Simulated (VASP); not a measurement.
# TeSe4 (P-43m) in VASP: reference runs

How does TeSe4 come out in PBE? The cell is run as given and disturbed.

All numbers are computed with VASP 6.6.1; they aren't measurements. Logs are shortened: lines on timing, memory, paths and dates and some standing lists are left out, and cuts for length are marked.

### Step 1. The structure

It takes space group P-43m (No. 215, cubic). The conventional cell has a = 5.160 Å, b = 5.160 Å, c = 5.160 Å, α = 90.00°, β = 90.00°, γ = 90.00°. Te (site symmetry -43m) is surrounded by 4 Se at 2.77 Å. Se (site symmetry 3m) has 1 Te at 2.77 Å and 3 Se at 2.78 Å as nearest neighbours.

The cell was built by a generator and needn't be a form met in nature.

### Step 2. Single point, PBE

Input file INCAR:

```
PREC     = Accurate       # precision mode
ENCUT    = 520            # plane-wave cutoff, eV
EDIFF    = 1E-7           # SCF threshold, eV
ISMEAR   = -1             # smearing method
SIGMA    = 0.05           # smearing width, eV
LREAL    = False          # projectors in reciprocal space
LASPH    = True           # aspherical terms in the spheres
NELM     = 100            # most SCF steps
ALGO     = Normal         # electronic algorithm
ISIF     = 2              # what is computed and relaxed
LWAVE    = False          # write WAVECAR
LCHARG   = False          # write CHGCAR
GGA      = PE             # functional
NBANDS   = 23             # bands
```

Input file KPOINTS:

```
Automatic mesh
0
Gamma
  5 5 5
```

Input file POSCAR:

```
TeSe4
1.0
    5.1602500000      0.0000000000      0.0000000000
    0.0000000000      5.1602500000      0.0000000000
    0.0000000000      0.0000000000      5.1602500000
Te Se
1 4
Direct
    0.0000000000      0.0000000000      0.0000000000
    0.3094700000      0.3094700000      0.3094700000
    0.6905300000      0.6905300000      0.3094700000
    0.3094700000      0.6905300000      0.6905300000
    0.6905300000      0.3094700000      0.6905300000
```

Potentials or basis: VASP PAW PBE potentials, release 64 (Te, Se).

The run is started by

```bash
cat potpaw_PBE.64/Te/POTCAR potpaw_PBE.64/Se/POTCAR > POTCAR
mpirun -np 1 vasp_std > vasp.out
```

OUTCAR:

```text
PREC = Accurate
   ENCUT = 520
   EDIFF = 1E-7
   ISMEAR = -1
   LREAL = False
   LASPH = True
   NELM = 100
   ISIF = 2
   GGA = PE

 ion  position               nearest neighbor table
   1  0.000  0.000  0.000-   2 2.77   3 2.77   4 2.77   5 2.77
   2  0.309  0.309  0.309-   1 2.77   3 2.78   4 2.78   5 2.78
   3  0.691  0.691  0.309-   1 2.77   2 2.78   4 2.78   5 2.78
   4  0.309  0.691  0.691-   1 2.77   2 2.78   3 2.78   5 2.78
   5  0.691  0.309  0.691-   1 2.77   2 2.78   3 2.78   4 2.78

  LATTYP: Found a simple cubic cell.
 ALAT       =     5.1602500000

  Lattice vectors:

 A1 = (   5.1602500000,   0.0000000000,   0.0000000000)
 A2 = (   0.0000000000,   5.1602500000,   0.0000000000)
 A3 = (   0.0000000000,   0.0000000000,   5.1602500000)

Analysis of symmetry for initial positions (statically):
=====================================================================
 Subroutine PRICEL returns:
 Original cell was already a primitive cell.

 Routine SETGRP: Setting up the symmetry group for a
 simple cubic supercell.

 Subroutine GETGRP returns: Found 24 space group operations
 (whereof 24 operations were pure point group operations)
 out of a pool of 48 trial point group operations.

The static configuration has the point symmetry T_d .

Analysis of symmetry for dynamics (positions and initial velocities):
=====================================================================
 Subroutine PRICEL returns:
 Original cell was already a primitive cell.

 Routine SETGRP: Setting up the symmetry group for a
 simple cubic supercell.

 Subroutine GETGRP returns: Found 24 space group operations
 (whereof 24 operations were pure point group operations)
 out of a pool of 48 trial point group operations.

The dynamic configuration has the point symmetry T_d .

 Subroutine INISYM returns: Found 24 space group operations
 (whereof 24 operations are pure point group operations),
 and found     1 'primitive' translations

----------------------------------------------------------------------------------------

                                     Primitive cell

  volume of cell :     137.4081

  direct lattice vectors                    reciprocal lattice vectors
     5.160250000  0.000000000  0.000000000     0.193789061  0.000000000  0.000000000
     0.000000000  5.160250000  0.000000000     0.000000000  0.193789061  0.000000000
     0.000000000  0.000000000  5.160250000     0.000000000  0.000000000  0.193789061

  length of vectors
     5.160250000  5.160250000  5.160250000     0.193789061  0.193789061  0.193789061

  position of ions in fractional coordinates (direct lattice)
     0.000000000  0.000000000  0.000000000
     0.309470000  0.309470000  0.309470000
     0.690530000  0.690530000  0.309470000
     0.309470000  0.690530000  0.690530000
     0.690530000  0.309470000  0.690530000

  ion indices of the primitive-cell ions
   primitive index   ion index
                 1           1
                 2           2
                 3           3
                 4           4
                 5           5

----------------------------------------------------------------------------------------

 KPOINTS: Automatic mesh

Automatic generation of k-mesh.
 Grid dimensions read from file:
 generate k-points for:    5    5    5

 Generating k-lattice:

  Cartesian coordinates                     Fractional coordinates (reciprocal lattice)
     0.038757812  0.000000000  0.000000000     0.200000000  0.000000000  0.000000000
     0.000000000  0.038757812  0.000000000     0.000000000  0.200000000  0.000000000
     0.000000000  0.000000000  0.038757812     0.000000000  0.000000000  0.200000000

  Length of vectors
     0.038757812  0.038757812  0.038757812

  Shift w.r.t. Gamma in fractional coordinates (k-lattice)
     0.000000000  0.000000000  0.000000000

 Subroutine IBZKPT returns following result:
 ===========================================

 Found     10 irreducible k-points:

 Following reciprocal coordinates:
            Coordinates               Weight
  0.000000  0.000000  0.000000      1.000000
  0.200000  0.000000  0.000000      6.000000
  0.400000  0.000000  0.000000      6.000000
  0.200000  0.200000  0.000000     12.000000
  0.400000  0.200000  0.000000     24.000000
  0.400000  0.400000  0.000000     12.000000
  0.200000  0.200000  0.200000      8.000000
  0.400000  0.200000  0.200000     24.000000
  0.400000  0.400000  0.200000     24.000000
  0.400000  0.400000  0.400000      8.000000
   k-points           NKPTS =     10   k-points in BZ     NKDIM =     10   number of bands    NBANDS=     23
   number of dos      NEDOS =    301   number of ions     NIONS =      5
   total plane-waves  NPLWV =  64000
   dimension x,y,z NGX =    40 NGY =   40 NGZ =   40
   dimension x,y,z NGXF=    80 NGYF=   80 NGZF=   80
   ions per type =               1   4
   NGX,Y,Z   is equivalent  to a cutoff of  12.89, 12.89, 12.89 a.u.
   NGXF,Y,Z  is equivalent  to a cutoff of  25.77, 25.77, 25.77 a.u.
 SYSTEM =  unknown system
   PREC   = accura    normal or accurate (medium, high low for compatibility)
   ISTART =      0    job   : 0-new  1-cont  2-samecut
   ICHARG =      2    charge: 1-file 2-atom 10-const
   ISPIN  =      1    spin polarized calculation?
   LNONCOLLINEAR =      F non collinear calculations
   LSORBIT =      F    spin-orbit coupling
   LASPH  =      T    aspherical Exc in radial PAW
   ENCUT  =  520.0 eV  38.22 Ry    6.18 a.u.   9.59  9.59  9.59*2*pi/ulx,y,z
   NELM   =    100;   NELMIN=  2; NELMDL= -5     # of ELM steps
   EDIFF  = 0.1E-06   stopping-criterion for ELM
   LREAL  =      F    real-space projection
   EDIFFG = 0.1E-05   stopping-criterion for IOM
   NSW    =      0    number of steps for IOM
   IBRION =     -1    ionic relax: 0-MD 1-quasi-New 2-CG
   NFREE  =      0    steps in history (QN), initial steepest desc. (CG)
   ISIF   =      2    stress and relaxation
   ISYM   =      2    0-nonsym 1-usesym 2-fastsym
   POTIM  = 0.5000    time-step for ionic-motion
   TEBEG  =    0.0;   TEEND  =   0.0 temperature during run
   PSTRESS=    0.0 pullay stress
   NELECT =      30.0000    total number of electrons
   NUPDOWN=      -1.0000    fix difference up-down
   EMIN   =  10.00;   EMAX   =-10.00  energy-range for DOS
   EFERMI =   0.00;   METHOD = LEGACY
   ISMEAR =    -1;   SIGMA  =   0.05  broadening in eV -4-tet -1-fermi 0-gaus
   EFERMI_NEDOS =   21; number of points for ismear=-14 and -15
   IALGO  =     38    algorithm
   IMIX   =      4    mixing-type and parameters
     AMIX     =   0.40;   BMIX     =  1.00
     AMIX_MAG =   1.60;   BMIX_MAG =  1.00
  volume/ion in A,a.u.               =      27.48       185.46
  Fermi-wavevector in a.u.,A,eV,Ry     =   0.985775  1.862845 13.221496  0.971753
  Thomas-Fermi vector in A             =   2.117107
   LORBIT       =      0    0 simple, 1 ext, 2 COOP (PROOUT), +10 PAW based schemes
   GGA     = PE    functional components
   LHFCALC =     F    Hartree Fock is set to
   AEXX    =    0.0000 exact exchange contribution
   IVDW    =     0    specifies the selected vdW correction
   LEPSILON=     F    determine dielectric tensor
   LRPA    =     F    only Hartree local field effects (RPA)
 non-spin polarized calculation
  energy-cutoff  :      520.00
  volume of cell :      137.41
 maximum number of plane-waves:      3743
 NGX is ok and might be reduce to    40
   NGX = 19   NGY = 19   NGZ = 19

 number of electron      29.9999999 magnetization

 Free energy of the ion-electron system (eV)
  ---------------------------------------------------
  ext. energy  EPLUGINS =         0.00000000
  ---------------------------------------------------
  free energy    TOTEN  =       -14.98282307 eV

  energy without entropy =      -14.94101073  energy(sigma->0) =      -14.96191690

 E-fermi :   3.7323     XC(G=0):  -9.2095

 val. band max:        3.7264049826   @ k =   0.2000   0.0000   0.0000
 cond. band min:       3.7635912957   @ k =   0.2000   0.2000   0.2000
 fundamental gap:      0.0371863131
 Fermi energy:         3.7323305909

 k-point     1 :       0.0000    0.0000    0.0000
  band No.  band energies     occupation
      1     -11.4257      2.00000
      2      -8.4348      2.00000
      3      -8.4348      2.00000
      4      -8.4348      2.00000
      5      -7.5142      2.00000
      6      -0.1523      2.00000
[... 15 lines left out ...]
     22       9.0927      0.00000
     23       9.0927      0.00000

 k-point     2 :       0.2000    0.0000    0.0000
  band No.  band energies     occupation
      1     -11.3047      2.00000
      2      -8.9893      2.00000
      3      -8.4222      2.00000
      4      -8.4222      2.00000
      5      -6.9918      2.00000
      6      -1.3708      2.00000
[... 15 lines left out ...]
     22       9.5153      0.00000
     23       9.8186      0.00000

 k-point     3 :       0.4000    0.0000    0.0000
  band No.  band energies     occupation
      1     -11.0298      2.00000
      2      -9.6481      2.00000
      3      -8.4015      2.00000
      4      -8.4015      2.00000
      5      -6.4248      2.00000
      6      -2.2624      2.00000
[... 15 lines left out ...]
     22      10.2805      0.00000
     23      10.7654      0.00000
[... 131 lines left out ...]
 k-point     9 :       0.4000    0.4000    0.2000
  band No.  band energies     occupation
      1     -10.7803      2.00000
      2      -9.3509      2.00000
      3      -8.7577      2.00000
      4      -8.6775      2.00000
      5      -6.7198      2.00000
      6      -1.7847      2.00000
[... 15 lines left out ...]
     22      10.7911      0.00000
     23      11.0782      0.00000

 k-point    10 :       0.4000    0.4000    0.4000
  band No.  band energies     occupation
      1     -10.7499      2.00000
      2      -9.0569      2.00000
      3      -8.7234      2.00000
      4      -8.7234      2.00000
      5      -7.2857      2.00000
      6      -1.5352      2.00000
[... 15 lines left out ...]
     22      10.6775      0.00000
     23      10.6775      0.00000

------------------------ aborting loop because EDIFF is reached ----------------------------------------

  FORCE on cell =-STRESS in cart. coord.  units (eV):
  Direction    XX          YY          ZZ          XY          YZ          ZX
  --------------------------------------------------------------------------------------
  -------------------------------------------------------------------------------------
  Total       -0.0250202     -0.0250202     -0.0250202     -0.0000000     -0.0000000     -0.0000000
  in kB       -0.2917353     -0.2917353     -0.2917353     -0.0000000     -0.0000000     -0.0000000
  external PRESSURE =      -0.2917353 kB  Pullay stress =       0.0000000 kB

 VOLUME and BASIS-vectors are now :
 -----------------------------------------------------------------------------
  energy-cutoff  :      520.00
  volume of cell :      137.41
      direct lattice vectors                 reciprocal lattice vectors
     5.160250000  0.000000000  0.000000000     0.193789061  0.000000000  0.000000000
     0.000000000  5.160250000  0.000000000     0.000000000  0.193789061  0.000000000
     0.000000000  0.000000000  5.160250000     0.000000000  0.000000000  0.193789061

 POSITION                                       TOTAL-FORCE (eV/Angst)
 -----------------------------------------------------------------------------------
      0.00000      0.00000      0.00000        -0.000000     -0.000000     -0.000000
      1.59694      1.59694      1.59694        -0.013194     -0.013194     -0.013194
      3.56331      3.56331      1.59694         0.013194      0.013194     -0.013194
      1.59694      3.56331      3.56331        -0.013194      0.013194      0.013194
      3.56331      1.59694      3.56331         0.013194     -0.013194      0.013194
 -----------------------------------------------------------------------------------
    total drift:                               -0.000000     -0.000000      0.000000

  FREE ENERGIE OF THE ION-ELECTRON SYSTEM (eV)
  ---------------------------------------------------
  free  energy   TOTEN  =       -14.9828230667 eV

  energy  without entropy=      -14.9410107309  energy(sigma->0) =      -14.96191690
```

Run time: 15 s. Hardware: 1 thread of Intel Xeon 6975P-C (Granite Rapids), shared host; peak memory 0.24 GiB.

What came out:

```
Free energy            : -14.9828 eV
Pressure               : 0.0 GPa
Largest force          : 0.023 eV/Å
Band gap on the k mesh : none (metal or under the smearing width)
```

Forces on the atoms (eV/Å):
```
Te   0.000  0.000  0.000
Se  -0.013 -0.013 -0.013
Se   0.013  0.013 -0.013
Se  -0.013  0.013  0.013
Se   0.013 -0.013  0.013
```

Spin-orbit coupling is left out, which matters for the levels of Te.

### Step 3. Single point, PBE (atoms moved at random, drawn with an rms of 0.05 Å)

Input file INCAR:

```
ALGO = Normal
EDIFF = 1E-7
ENCUT = 520
GGA = PE
ISIF = 2
ISMEAR = -1
LASPH = True
LCHARG = True
LELF = True
LREAL = False
LVHAR = True
LWAVE = False
NBANDS = 23
NELM = 100
PREC = Accurate
SIGMA = 0.05
```

Input file KPOINTS:

```
k-points
0
Gamma
  5 5 5
```

Input file POSCAR:

```
TeSe4
1.0
    5.1602500000      0.0000000000      0.0000000000
    0.0000000000      5.1602500000      0.0000000000
    0.0000000000      0.0000000000      5.1602500000
Te Se
1 4
Direct
    0.0045980000     -0.0047710000     -0.0002930000
    0.3039370000      0.3076370000      0.3092470000
    0.6806780000      0.6874320000      0.3092450000
    0.3148980000      0.6924140000      0.6847420000
    0.6880910000      0.3055170000      0.6911510000
```

Potentials or basis: VASP PAW PBE potentials, release 64 (Te, Se).

The run is started by

```bash
cat potpaw_PBE.64/Te/POTCAR potpaw_PBE.64/Se/POTCAR > POTCAR
mpirun -np 1 vasp_std > vasp.out
```

Wall time 79 s (1 thread of Intel Xeon 6975P-C (Granite Rapids), shared host); peak memory 0.34 GiB.

Results (log left out):

```
Free energy            : -14.9806 eV
Pressure               : 0.2 GPa
Largest force          : 0.213 eV/Å
Band gap on the k mesh : none (metal or under the smearing width)
```

Forces in eV/Å, atoms in the order of the input:
```
Te  -0.131  0.153 -0.034
Se  -0.084 -0.106 -0.133
Se   0.021 -0.012  0.036
Se   0.031  0.044  0.019
Se   0.163 -0.079  0.112
```

Stress tensor (GPa, compression positive):
```
 0.17  0.06 -0.08
 0.06  0.16  0.32
-0.08  0.32  0.16
```

Levels at points of the mesh, in eV from the Fermi level:
```tsv
k point	band 12	band 13	band 14	band 15	band 16	band 17	band 18	band 19
(0.00, 0.00, 0.00)	-1.05	-0.90	-0.87	-0.43	-0.41	-0.36	1.88	2.05
```

Spin-orbit coupling is left out, which matters for the levels of Te.
